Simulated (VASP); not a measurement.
Calculation: r2SCAN meta-GGA, VASP's PBE PAW potentials (set 64) (plane waves; VASP).

VASP input:

POSCAR:
```
Cd(001) slab
1
    2.9911034226     0.0000000000     0.0000000000
   -1.4955517113     2.5903718471     0.0000000000
    0.0000000000     0.0000000000    26.2720551342
Cd
4
Direct
  0.6666670000   0.3333330000   0.4474114750
  0.3333330000   0.6666670000   0.3386517740
  0.6666670000   0.3333330000   0.6613482260
  0.3333330000   0.6666670000   0.5525885250
```

File KPOINTS:
```
Regular mesh
0
gamma
  11 11 1
```

### INCAR
```
SYSTEM = Cd(001) slab
PREC = Normal
ENCUT = 400
EDIFF = 1E-6
NELM = 100
ALGO = Normal
LREAL = .FALSE.
LASPH = .TRUE.
ISMEAR = 1
SIGMA = 0.1
METAGGA = R2SCAN
LMIXTAU = .TRUE.
LMAXMIX = 4
LWAVE = .FALSE.
LCHARG = .FALSE.
NELMIN = 4
LDIPOL = .TRUE.
IDIPOL = 3
DIPOL = 0.5 0.5 0.5
LVHAR = .TRUE.
LORBIT = 11
```

POTCAR, in this order: Cd (PBE.64 set). Program: vasp_std. Read from the step before: WAVECAR.

What VASP printed:

**OSZICAR**
```
       N       E                     dE             d eps       ncg     rms          rms(c)
DAV:   1    -0.801157282936E+02   -0.80116E+02   -0.56628E-05   908   0.518E-02    0.449E-03
DAV:   2    -0.801157247666E+02    0.35269E-05   -0.95275E-06   848   0.533E-02    0.435E-03
DAV:   3    -0.801157226396E+02    0.21271E-05   -0.14475E-06   592   0.112E-02    0.235E-03
DAV:   4    -0.801157228284E+02   -0.18878E-06   -0.68637E-07   572   0.710E-03
   1 F= -.80115723E+02 E0= -.80115877E+02  d E =0.461883E-03
```

**OUTCAR**
```
------------------------ aborting loop because EDIFF is reached ----------------------------------------
  FORCE on cell =-STRESS in cart. coord.  units (eV):
  Direction    XX          YY          ZZ          XY          YZ          ZX
  --------------------------------------------------------------------------------------
  Total       -1.6276086     -1.6276090     -0.2902120     -0.0000000      0.0000000      0.0000000
  in kB      -12.8107036    -12.8107066     -2.2842226     -0.0000000      0.0000000      0.0000000
  external PRESSURE =      -9.3018776 kB  Pullay stress =       0.0000000 kB
  volume of cell :      203.56
      direct lattice vectors                 reciprocal lattice vectors
     2.991103423  0.000000000  0.000000000     0.334324782  0.193022481  0.000000000
    -1.495551711  2.590371847  0.000000000     0.000000000  0.386044962  0.000000000
     0.000000000  0.000000000 26.272055134     0.000000000  0.000000000  0.038063258
 POSITION                                       TOTAL-FORCE (eV/Angst)
 -----------------------------------------------------------------------------------
      1.49555      0.86346     11.75442         0.000000      0.000000      0.026874
     -0.00000      1.72692      8.89708         0.000000     -0.000000     -0.027066
      1.49555      0.86346     17.37498        -0.000000      0.000000      0.027066
     -0.00000      1.72692     14.51764        -0.000000     -0.000000     -0.026874
 -----------------------------------------------------------------------------------
    total drift:                                0.000000     -0.000000      0.000000
  FREE ENERGIE OF THE ION-ELECTRON SYSTEM (eV)
  ---------------------------------------------------
  free  energy   TOTEN  =       -80.1157228284 eV

  energy  without entropy=      -80.1161847116  energy(sigma->0) =      -80.11587679

 total charge

# of ion       s       p       d       tot
------------------------------------------
    1        0.522   0.317   9.484  10.323
    2        0.530   0.284   9.486  10.300
    3        0.530   0.284   9.486  10.300
    4        0.522   0.317   9.484  10.323
--------------------------------------------------
tot          2.105   1.202  37.941  41.248
```
(Selected blocks of OUTCAR.)

OUTCAR:
```
 val. band max:       -1.2052132939   @ k =   0.1818   0.0909   0.0000

 cond. band min:      -0.9476729597   @ k =   0.3636   0.1818   0.0000


 Fermi energy:        -1.1481958975

 k-point     1 :       0.0000    0.0000    0.0000
  band No.  band energies     occupation
      1     -11.2677      2.00000
      2     -11.1300      2.00000
      3     -11.0142      2.00000
      4     -10.9913      2.00000
      5     -10.6507      2.00000
      6     -10.6506      2.00000
      7     -10.6229      2.00000
      8     -10.6228      2.00000
      9     -10.4712      2.00000
     10     -10.4711      2.00000
     11     -10.4706      2.00000
     12     -10.4705      2.00000
     13     -10.0929      2.00000
     14     -10.0929      2.00000
     15      -9.9625      2.00000
     16      -9.9624      2.00000
     17      -9.8476      2.00000
     18      -9.8476      2.00000
     19      -9.8358      2.00000
     20      -9.8358      2.00000
     21      -9.8216      2.00000
     22      -8.7965      2.00000
     23      -7.4522      2.00000
     24      -5.5045      2.00000
     25      -3.0680      2.00000
     26      -0.4442     -0.00000
     27       1.8424      0.00000
     28       2.9897      0.00000

 k-point     2 :       0.0909    0.0000    0.0000
  band No.  band energies     occupation
      1     -11.1849      2.00000
      2     -11.0476      2.00000
      3     -10.9314      2.00000
      4     -10.9135      2.00000
      5     -10.6814      2.00000
      6     -10.6530      2.00000
      7     -10.5757      2.00000
      8     -10.5497      2.00000
      9     -10.5038      2.00000
     10     -10.5002      2.00000
     11     -10.3976      2.00000
     12     -10.3964      2.00000
     13     -10.1710      2.00000
     14     -10.1137      2.00000
     15     -10.0785      2.00000
     16      -9.9733      2.00000
     17      -9.9489      2.00000
     18      -9.9342      2.00000
     19      -9.8571      2.00000
     20      -9.8408      2.00000
...
```

The cell is a thin slab with vacuum, built from Cd (hcp): (001) face.
